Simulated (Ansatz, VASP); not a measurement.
# Cross-check of CdSiBi2 (chalcopyrite type (invented)) between VASP and Ansatz

One calculation is typed for both programs; each brings its own data sets. How far apart do they land? The cell is generated by rule, not measured, and may not be a known phase. The cell is taken from a series of runs on this material, whose earlier steps may have relaxed, scaled, displaced or heated it; both programs get it as it stands.

Method: plane waves, with VASP 6.6.1 beside it; relaxation of cell and atoms at PBEsol, in Ansatz 0.2.0.

## (1) The structure

The structure is tetragonal, space group I-42d (No. 122). The conventional cell has a = 6.432 Å, b = 6.432 Å, c = 12.863 Å, α = 90.00°, β = 90.00°, γ = 90.00°. Nearest to Cd lie 4 Bi at 2.78 Å. Si has 4 Bi at 2.78 Å nearest. Nearest to Bi lie 2 Cd at 2.78 Å and 2 Si at 2.78 Å. Farther neighbours are not listed.

## (2) VASP: relaxation of cell and atoms, PBEsol

The relaxed volume is the usual yardstick between codes: in a stiff, nearly cubic crystal its relative difference is about their pressure difference at one cell divided by the bulk modulus.

Lines of VASP's logs that name or quote its potential files are left out, and so is its time.

File INCAR:

```
SYSTEM = CdSiBi2
PREC = Accurate
ENCUT = 500
EDIFF = 1E-07
NELM = 120
ISMEAR = 0
SIGMA = 0.1
LREAL = .FALSE.
ALGO = Normal
GGA = PS
NBANDS = 57
LORBIT = 11
LWAVE = .FALSE.
LCHARG = .FALSE.
ISIF = 3
IBRION = 2
NSW = 80
EDIFFG = -0.005
LASPH = .TRUE.
GGA_COMPAT = .FALSE.
NELMIN = 4
KPAR = 2
```

File POSCAR:

```
CdSiBi2
1.0
   -3.2158400000      3.2158400000      6.4316800000
    3.2158400000     -3.2158400000      6.4316800000
    3.2158400000      3.2158400000     -6.4316800000
Cd Si Bi
2 2 4
Direct
    0.0000000000      0.0000000000      0.0000000000
    0.7500000000      0.2500000000      0.5000000000
    0.5000000000      0.5000000000      0.0000000000
    0.2500000000      0.7500000000      0.5000000000
    0.3750000000      0.8750000000      0.0000000000
    0.8750000000      0.3750000000      0.0000000000
    0.1250000000      0.1250000000      0.5000000000
    0.6250000000      0.6250000000      0.5000000000
```

File KPOINTS:

```
Automatic mesh
0
Gamma
4 4 4
0 0 0
```

Potentials, in the order of the species: Cd, Si and Bi_d (PBE family, release 64).

Run with:

```console
$ mpirun -np 2 vasp_std
```

Numbers of over 12 decimals in the logs are rounded to 6 here.

Output:

```text
[banner, memory and clock lines left out]
running    2 mpi-ranks, on    1 nodes
 distrk:  each k-point on    1 cores,    2 groups
 distr:  one band on    1 cores,    1 groups

 POSCAR found type information on POSCAR CdSiBi
 POSCAR found :  3 types and       8 ions
|                                                                             |
|               ----> ADVICE to this user running VASP <----                  |
|                                                                             |
|     You enforced a specific xc type in the INCAR file but a different       |
|     [... a line on the potential file left out ...]
|     I HOPE YOU KNOW WHAT YOU ARE DOING!                                     |
|                                                                             |

 LDA part: xc-table for (Slater+PW92), standard interpolation
 POSCAR, INCAR and KPOINTS ok, starting setup
 FFT: planning ... GRIDC
 FFT: planning ... GRID_SOFT
 FFT: planning ... GRID
 WAVECAR not read
 entering main loop
       N       E                     dE             d eps       ncg     rms          rms(c)
DAV:   1     0.984050582057E+03    0.98405E+03   -0.44368E+04  1482   0.167E+03
DAV:   2     0.836817145468E+02   -0.90037E+03   -0.87682E+03  1482   0.479E+02
DAV:   3    -0.238643444016E+02   -0.10755E+03   -0.10471E+03  1676   0.181E+02
DAV:   4    -0.291325984053E+02   -0.52683E+01   -0.52315E+01  1706   0.407E+01
DAV:   5    -0.293743870641E+02   -0.24179E+00   -0.24172E+00  2034   0.838E+00    0.620E+00
DAV:   6    -0.288298976661E+02    0.54449E+00   -0.13368E+00  1782   0.793E+00    0.514E+00
DAV:   7    -0.287876224765E+02    0.42275E-01   -0.35458E-01  1780   0.243E+00    0.254E+00
DAV:   8    -0.287734553809E+02    0.14167E-01   -0.49655E-02  1808   0.138E+00    0.365E-01
DAV:   9    -0.287726959154E+02    0.75947E-03   -0.12324E-02  1659   0.741E-01    0.113E-01
DAV:  10    -0.287729423021E+02   -0.24639E-03   -0.18340E-03  1657   0.283E-01    0.557E-02
DAV:  11    -0.287729888976E+02   -0.46595E-04   -0.23637E-04  2172   0.838E-02    0.198E-02
DAV:  12    -0.287729999602E+02   -0.11063E-04   -0.33684E-05  1648   0.287E-02    0.580E-03
DAV:  13    -0.287730008495E+02   -0.88932E-06   -0.50205E-06  1627   0.970E-03    0.387E-03
DAV:  14    -0.287730005247E+02    0.32480E-06   -0.16371E-06  1440   0.688E-03    0.127E-03
DAV:  15    -0.287730006604E+02   -0.13568E-06   -0.20855E-07  1282   0.217E-03    0.660E-04
DAV:  16    -0.287730007055E+02   -0.45120E-07   -0.34717E-08   957   0.126E-03
   1 F= -.28773001E+02 E0= -.28770206E+02  d E =-.287730E+02
[... from here on, the cycles between the ionic steps are left out ...]
   2 F= -.28949400E+02 E0= -.28946783E+02  d E =-.176399E+00
   3 F= -.29092009E+02 E0= -.29089210E+02  d E =-.319009E+00
   4 F= -.29092062E+02 E0= -.29089267E+02  d E =-.319061E+00
   5 F= -.29103409E+02 E0= -.29100824E+02  d E =-.113466E-01
   6 F= -.29114939E+02 E0= -.29112564E+02  d E =-.228772E-01
   7 F= -.29115084E+02 E0= -.29112723E+02  d E =-.230218E-01
   8 F= -.29115086E+02 E0= -.29112728E+02  d E =-.230241E-01
   9 F= -.29115146E+02 E0= -.29112758E+02  d E =-.599310E-04
  10 F= -.29115146E+02 E0= -.29112759E+02  d E =-.599754E-04
 curvature:  -1.02 expect dE=-0.304E-04 dE for cont linesearch -0.256E-08
 trial: gam= 0.42736 g(F)=  0.302E-05 g(S)=  0.267E-04 ort = 0.388E-06 (trialstep = 0.207E+01)
 search vector abs. value=  0.410E-04
 bond charge predicted
       N       E                     dE             d eps       ncg     rms          rms(c)
DAV:   1    -0.291163610425E+02   -0.12148E-02   -0.67508E-02  2086   0.168E+00    0.209E-01
DAV:   2    -0.291153078459E+02    0.10532E-02   -0.29274E-03  1732   0.474E-01    0.796E-02
DAV:   3    -0.291151526062E+02    0.15524E-03   -0.57604E-04  1911   0.176E-01    0.422E-02
DAV:   4    -0.291151487751E+02    0.38311E-05   -0.46179E-05  1954   0.452E-02    0.852E-03
DAV:   5    -0.291151505151E+02   -0.17400E-05   -0.64001E-06  1619   0.190E-02    0.538E-03
DAV:   6    -0.291151516101E+02   -0.10950E-05   -0.14746E-06  1662   0.967E-03    0.152E-03
DAV:   7    -0.291151515103E+02    0.99799E-07   -0.18648E-07   910   0.311E-03
  11 F= -.29115152E+02 E0= -.29112770E+02  d E =-.526542E-05
 trial-energy change:   -0.000005  1 .order   -0.000008   -0.000062    0.000046
 step:   1.1109(harm=  1.1864)  dis= 0.00059  next Energy=   -29.115162 (dE=-0.162E-04)
 reached required accuracy - stopping structural energy minimisation
```

OUTCAR, selected parts (step 2):

```text
ion  position               nearest neighbor table
   1  0.000  0.000  0.000-   5 2.78   6 2.78   7 2.78   8 2.78
   2  0.750  0.250  0.500-   6 2.78   7 2.78   8 2.78   5 2.78
   3  0.500  0.500  0.000-   5 2.78   6 2.78   8 2.78   7 2.78
   4  0.250  0.750  0.500-   5 2.78   7 2.78   8 2.78   6 2.78
   5  0.375  0.875  0.000-   1 2.78   2 2.78   3 2.78   4 2.78
   6  0.875  0.375  0.000-   1 2.78   3 2.78   4 2.78   2 2.78
   7  0.125  0.125  0.500-   2 2.78   3 2.78   4 2.78   1 2.78
   8  0.625  0.625  0.500-   1 2.78   2 2.78   4 2.78   3 2.78

  LATTYP: Found a body centered tetragonal cell.
 ALAT       =     6.4316800000
 C/A-ratio  =     2.0000000000

 Subroutine GETGRP returns: Found  8 space group operations
 (whereof  4 operations were pure point group operations)

The static configuration has the point symmetry S_4 .
 The point group associated with its full space group is D_2d.

 Found     13 irreducible k-points:

   k-points           NKPTS =     13   k-points in BZ     NKDIM =     13   number of bands    NBANDS=     57

   dimension x,y,z NGX =    60 NGY =   60 NGZ =   60
   dimension x,y,z NGXF=   120 NGYF=  120 NGZF=  120

   ENCUT  =  500.0 eV  36.75 Ry    6.06 a.u.  14.36 14.36 14.36*2*pi/ulx,y,z

   NELECT =      92.0000    total number of electrons

 k-points in reciprocal lattice and weights: Automatic mesh
   0.00000000  0.00000000  0.00000000       0.016
   0.25000000  0.00000000  0.00000000       0.125
   0.50000000  0.00000000  0.00000000       0.062
   0.25000000  0.25000000  0.00000000       0.125
   0.50000000  0.25000000  0.00000000       0.250
  -0.25000000  0.25000000  0.00000000       0.062
   0.50000000  0.50000000  0.00000000       0.031
   0.25000000  0.25000000  0.25000000       0.031
  -0.25000000  0.25000000  0.25000000       0.062
   0.50000000  0.50000000  0.25000000       0.062
  -0.25000000  0.50000000  0.25000000       0.125
  -0.25000000 -0.25000000  0.25000000       0.031
   0.50000000  0.50000000  0.50000000       0.016

 average (electrostatic) potential at core
       1 -37.8097       2 -37.8097       3 -85.7804       4 -85.7804       5-106.3971
       6-106.3971       7-106.3971       8-106.3971

 E-fermi :   3.9615

 k-point     1 :       0.0000    0.0000    0.0000
  band No.  band energies     occupation
    ...
     42       1.9822      2.00000
     43       1.9822      2.00000
     44       2.8379      2.00000
     45       3.9469      1.16335
     46       3.9469      1.16335
     47       4.1877      0.00138
     48       4.8120      0.00000
     49       5.0960      0.00000
     50       5.9764      0.00000
     51       5.9764      0.00000
    ...

 k-point     2 :       0.2500    0.0000    0.0000
  band No.  band energies     occupation
    ...
     42       1.3738      2.00000
     43       1.9794      2.00000
     44       2.3979      2.00000
     45       3.2967      2.00000
     46       3.7903      1.98450
     47       4.9557      0.00000
     48       5.3322      0.00000
     49       5.7493      0.00000
     50       5.9984      0.00000
     51       6.0046      0.00000
    ...

 k-point     3 :       0.5000    0.0000    0.0000
  band No.  band energies     occupation
    ...
     42       1.5413      2.00000
     43       1.9198      2.00000
     44       2.5281      2.00000
     45       2.7894      2.00000
     46       3.3613      2.00000
     47       5.4151      0.00000
     48       5.4823      0.00000
     49       5.8892      0.00000
     50       6.3784      0.00000
     51       6.9837      0.00000
    ...

  Total        0.0345879      0.0345879      0.0237341      0.0000000      0.0000000      0.0000000
  in kB        0.2097101      0.2097101      0.1439023      0.0000000      0.0000000      0.0000000
  external PRESSURE =       0.1877742 kB  Pullay stress =       0.0000000 kB

  energy-cutoff  :      500.00
  volume of cell :      264.25
      direct lattice vectors                 reciprocal lattice vectors
    -3.265763310  3.265763310  6.194210850     0.000000000  0.153103563  0.080720533
     3.265763310 -3.265763310  6.194210850     0.153103563  0.000000000  0.080720533
     3.265763310  3.265763310 -6.194210850     0.153103563  0.153103563  0.000000000

 POSITION                                       TOTAL-FORCE (eV/Angst)
 -----------------------------------------------------------------------------------
      0.00000     -0.00000      0.00000         0.000000     -0.000000     -0.000000
     -0.00000      3.26576      3.09711         0.000000      0.000000     -0.000000
      0.00000      0.00000      6.19421         0.000000      0.000000      0.000000
      3.26576     -0.00000      3.09711         0.000000     -0.000000      0.000000
      4.74037      1.63288      1.54855        -0.003566      0.000000      0.000000
     -1.47461      1.63288      7.74276         0.003566     -0.000000      0.000000
      1.63288      1.79115     -1.54855         0.000000      0.003566      0.000000
      1.63288      1.47461      4.64566         0.000000     -0.003566      0.000000
 -----------------------------------------------------------------------------------
    total drift:                                0.000000      0.000000      0.000001

  FREE ENERGIE OF THE ION-ELECTRON SYSTEM (eV)
  ---------------------------------------------------
  free  energy   TOTEN  =       -29.1151515103 eV

  energy  without entropy=      -29.1103878249  energy(sigma->0) =      -29.11276967

 reached required accuracy - stopping structural energy minimisation

 total charge
# of ion       s       p       d       tot
------------------------------------------
    1        0.535   0.312   9.497  10.344
    2        0.535   0.312   9.497  10.344
    3        0.802   0.779   0.000   1.581
    4        0.802   0.779   0.000   1.581
    5        1.467   1.532   9.913  12.912
    6        1.467   1.532   9.913  12.912
    7        1.467   1.532   9.913  12.912
    8        1.467   1.532   9.913  12.912
--------------------------------------------------
tot          8.542   8.311  58.646  75.499

[... 3 further parts left out ...]
```

The gap is under twice the smearing width, so the edge states are partly filled and the run can't tell a small gap from a semimetal. The run keeps the 8 symmetry operations of its start, so it cannot find a distortion of lower symmetry.

(Continued in part 2 of 2.)

[Lines on the potential files, build, host, timing and source positions are cut from VASP's logs without a mark.]

[Logs are printed without paths, hosts, clocks, repeated set-up lines and the standing remarks that a program may print on its own settings, such as how far it seeks lower states.]

[Hosts, paths, dates, database ids (printed as entryN), source tags and the programs' standing remarks are cut or masked in the printed files.]
